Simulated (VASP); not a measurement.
Calculation: PBE GGA, VASP's PBE PAW potentials (set 64) (plane waves; VASP).

The input files of a VASP run:

### INCAR
```
SYSTEM = MgI2
PREC = Accurate; ENCUT = 400; LREAL = F
LASPH = T; NBANDS = 36
EDIFF = 1E-7; NELM = 100; ALGO = Normal
LMAXMIX = 4
ISMEAR = 0; SIGMA = 0.01
GGA = PE
LWAVE = F; LCHARG = F; NEDOS = 1001
LOPTICS = T; CSHIFT = 0.1
```

File KPOINTS:
```
Automatic mesh
0
Gamma
8 8 4
0 0 0
```

**POSCAR**
```
MgI2
1
    2.1041397813    -3.6444765646    -0.0000000000
    2.1041397813     3.6444765646     0.0000000000
    0.0000000000     0.0000000000     7.5570257843
Mg I
1 2
Direct
  0.0000000000   0.0000000000   0.0000000000
  0.3333330000   0.6666670000   0.2209605338
  0.6666670000   0.3333330000   0.7790394662
```

POTCAR, in this order: Mg I (PBE.64 set). Program: vasp_std.

Output of the run:

OUTCAR:
```
 ion  position               nearest neighbor table
   1  0.000  0.000  0.000-   2 2.95   3 2.95   3 2.95   2 2.95   3 2.95   2 2.95
   2  0.333  0.667  0.221-   1 2.95   1 2.95   1 2.95
   3  0.667  0.333  0.779-   1 2.95   1 2.95   1 2.95
  LATTYP: Found a hexagonal cell.
 ALAT       =     4.2082791791
 C/A-ratio  =     1.7957520076
 Subroutine PRICEL returns:
 Original cell was already a primitive cell.
 Subroutine GETGRP returns: Found 12 space group operations
The static configuration has the point symmetry D_3d.
The dynamic configuration has the point symmetry D_3d.
 Subroutine INISYM returns: Found 12 space group operations
 Subroutine IBZKPT returns following result:
 Found     35 irreducible k-points:

 Following reciprocal coordinates:
            Coordinates               Weight
  0.000000  0.000000  0.000000      1.000000
  0.125000  0.000000  0.000000      6.000000
  0.250000  0.000000  0.000000      6.000000
  0.375000  0.000000  0.000000      6.000000
  0.500000  0.000000  0.000000      3.000000
  0.125000  0.125000  0.000000      6.000000
  0.250000  0.125000  0.000000     12.000000
  0.375000  0.125000  0.000000     12.000000
  0.250000  0.250000  0.000000      6.000000
  0.375000  0.250000  0.000000      6.000000
  0.000000  0.000000  0.250000      2.000000
  0.125000  0.000000  0.250000      6.000000
  0.000000  0.125000  0.250000      6.000000
  0.250000  0.000000  0.250000      6.000000
  0.000000  0.250000  0.250000      6.000000
  0.375000  0.000000  0.250000      6.000000
  0.000000  0.375000  0.250000      6.000000
  0.500000  0.000000  0.250000      6.000000
  0.125000  0.125000  0.250000     12.000000
  0.250000  0.125000  0.250000     12.000000
 -0.125000  0.375000  0.250000     12.000000
  0.375000  0.125000  0.250000     12.000000
...
```

OSZICAR:
```
       N       E                     dE             d eps       ncg     rms          rms(c)
DAV:   1     0.623405131866E+02    0.62341E+02   -0.40479E+03  2552   0.275E+02
DAV:   2    -0.377323831195E+01   -0.66114E+02   -0.61142E+02  3132   0.700E+01
DAV:   3    -0.782963945404E+01   -0.40564E+01   -0.40126E+01  3120   0.178E+01
DAV:   4    -0.790787707870E+01   -0.78238E-01   -0.78222E-01  3388   0.250E+00
DAV:   5    -0.790810422806E+01   -0.22715E-03   -0.22715E-03  3056   0.141E-01    0.377E+00
DAV:   6    -0.776690170705E+01    0.14120E+00   -0.40926E-02  2824   0.734E-01    0.252E+00
DAV:   7    -0.773968418520E+01    0.27218E-01   -0.61264E-02  2968   0.759E-01    0.749E-01
DAV:   8    -0.773831078111E+01    0.13734E-02   -0.62885E-03  2908   0.252E-01    0.217E-01
DAV:   9    -0.773835913677E+01   -0.48356E-04   -0.62616E-04  3024   0.718E-02    0.397E-02
DAV:  10    -0.773836550449E+01   -0.63677E-05   -0.33517E-05  3188   0.160E-02    0.218E-02
DAV:  11    -0.773836615257E+01   -0.64808E-06   -0.25966E-06  2836   0.544E-03    0.775E-03
DAV:  12    -0.773836670903E+01   -0.55645E-06   -0.74781E-07  3040   0.240E-03    0.470E-03
DAV:  13    -0.773836683045E+01   -0.12142E-06   -0.43916E-08  2592   0.708E-04    0.132E-03
DAV:  14    -0.773836689384E+01   -0.63394E-07   -0.40323E-08  2540   0.684E-04
   1 F= -.77383669E+01 E0= -.77383669E+01  d E =-.247944E-20
 imaginary and real dielectric function
```

### OUTCAR
```
------------------------ aborting loop because EDIFF is reached ----------------------------------------
  FORCE on cell =-STRESS in cart. coord.  units (eV):
  Direction    XX          YY          ZZ          XY          YZ          ZX
  --------------------------------------------------------------------------------------
  Total       -0.0282037     -0.0282037      0.0542405      0.0000000      0.0000000      0.0000000
  in kB       -0.3898762     -0.3898761      0.7497965      0.0000000      0.0000000      0.0000000
  external PRESSURE =      -0.0099852 kB  Pullay stress =       0.0000000 kB
  volume of cell :      115.90
      direct lattice vectors                 reciprocal lattice vectors
     2.104139781 -3.644476565  0.000000000     0.237626799 -0.137193913  0.000000000
     2.104139781  3.644476565  0.000000000     0.237626799  0.137193913  0.000000000
     0.000000000  0.000000000  7.557025784     0.000000000  0.000000000  0.132327192
 POSITION                                       TOTAL-FORCE (eV/Angst)
 -----------------------------------------------------------------------------------
      0.00000      0.00000      0.00000         0.000000     -0.000000     -0.000000
      2.10414      1.21483      1.66980         0.000000      0.000000     -0.004412
      2.10414     -1.21483      5.88722        -0.000000     -0.000000      0.004412
 -----------------------------------------------------------------------------------
    total drift:                                0.000000     -0.000000      0.000000
  FREE ENERGIE OF THE ION-ELECTRON SYSTEM (eV)
  ---------------------------------------------------
  free  energy   TOTEN  =        -7.7383668938 eV

  energy  without entropy=       -7.7383668938  energy(sigma->0) =       -7.73836689

 plasma frequency squared (from intraband transitions) (eV^2)
  --------------------------------------------------------------------------------------
       0.000       0.000       0.000
       0.000       0.000      -0.000
       0.000      -0.000       0.000

 plasma frequency squared (from interband transitions, int dw w eps(2)(w)) (eV^2)
  --------------------------------------------------------------------------------------
     189.429       0.000       0.000       0.000       0.000       0.000
      -0.000      -0.000     189.429       0.000       0.000       0.000
       0.000      -0.000       0.000      -0.000     189.107       0.000
```
(Selected blocks of OUTCAR.)

Without a dispersion term in the relaxation, distances and binding between the weakly bound layers, chains or molecules are unreliable, and so is what depends on them.

The compound is MgI2 in the 1T layered structure. It was relaxed first, which changed the volume by +13 %.
